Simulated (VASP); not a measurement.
Set up this calculation in VASP 6.6.1, as the native input.

| Item | Value |
| --- | --- |
| Task | single point |
| Functional | PBE |
| Potentials or basis | VASP PAW PBE potentials, release 64 (Be, Se, O) |
| Cutoff | 520 eV |
| k mesh | 4 × 4 × 3 |
| Occupations | gaussian, width 0.05 eV |
| Spin | no spin polarisation |
| Further INCAR settings | PREC = Normal; LREAL = Auto; ALGO = Fast; EDIFF = 1e-05 |

The structure of Be3Se2O lies in POSCAR:

```
Be3Se2O
1.0
    2.8836900000     -5.0232800000      0.0000000000
    2.8836900000      5.0232800000      0.0000000000
   -3.9855420000      0.0000000000      6.1678960000
Be Se O
6 4 2
Direct
    0.3647740000      0.0944330000      0.1299685000
    0.3647740000      0.0944330000      0.6299685000
    0.0944330000      0.3647740000      0.1299685000
    0.0944330000      0.3647740000      0.6299685000
    0.7812690000      0.7812690000      0.0553490000
    0.7812690000      0.7812690000      0.5553490000
    0.3413560000      0.6742820000      0.0034650000
    0.3413560000      0.6742820000      0.5034650000
    0.6742820000      0.3413560000      0.0034650000
    0.6742820000      0.3413560000      0.5034650000
    0.0604260000      0.0604260000      0.0788665000
    0.0604260000      0.0604260000      0.5788665000
```

The cell was built by a generator and needn't be a form met in nature.

One way to write it, as run:

INCAR

```
SYSTEM = Be3Se2O
ALGO = Fast
EDIFF = 1E-5
ENCUT = 520
GGA = PE
ISIF = 2
ISMEAR = 0
LASPH = .True.
LCHARG = .False.
LREAL = Auto
LWAVE = .False.
NELM = 80
PREC = Normal
SIGMA = 0.05
```

KPOINTS

```
k-points
0
Gamma
  4 4 3
  0 0 0
```

Potentials or basis: VASP PAW PBE potentials, release 64 (Be, Se, O).

Command:

```sh
$ cat potpaw_PBE.64/Be/POTCAR potpaw_PBE.64/Se/POTCAR potpaw_PBE.64/O/POTCAR > POTCAR
$ mpirun -np 1 vasp_std > vasp.out
```

It gave:

```yaml
Pressure: 0.0 GPa
Largest_force: 0.008 eV/Å
Band_gap_on_the_k_mesh: 2.82 eV
```

Caveat: an odd mesh through Γ misses points on the zone boundary, where band edges often lie.

It took 51 s on 1 thread of Intel(R) Xeon(R) Platinum 8259CL CPU @ 2.50GHz (Skylake/Cascade Lake) (shared host), peak memory 0.23 GiB.
